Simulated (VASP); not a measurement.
Consider the following.

```yaml
crystal:
  lattice:
    - [0.00000, 2.07974, 2.07974]
    - [2.07974, 0.00000, 2.07974]
    - [2.07974, 2.07974, 0.00000]
  atoms:
    - { symbol: Au, position: [0.00000, 0.00000, 0.00000] }
```

Level of theory: optB88-vdW, VASP's PBE PAW potentials (set 64) (plane waves; VASP). Run with 520 eV cut-off, 17×17×17 Γ-centred mesh, tetrahedra with Blöchl corrections, potentials Au.

Unless said otherwise, spin-orbit coupling is left out, though it shifts the bands of the heavy elements here.

Problem. What does the run give for the energy per atom (σ→0), band gap (on the k-mesh) with the smallest direct gap where there is one?

Solution. 
| Quantity | Value |
|---|---|
| band gap (on the k-mesh) | none (metal, semimetal or under 0.01 eV) |
| energy per atom (σ→0) | -56.5 kJ/mol of atoms |

The compound is Au in the fcc structure. It was relaxed first, which changed the volume by +6 %.
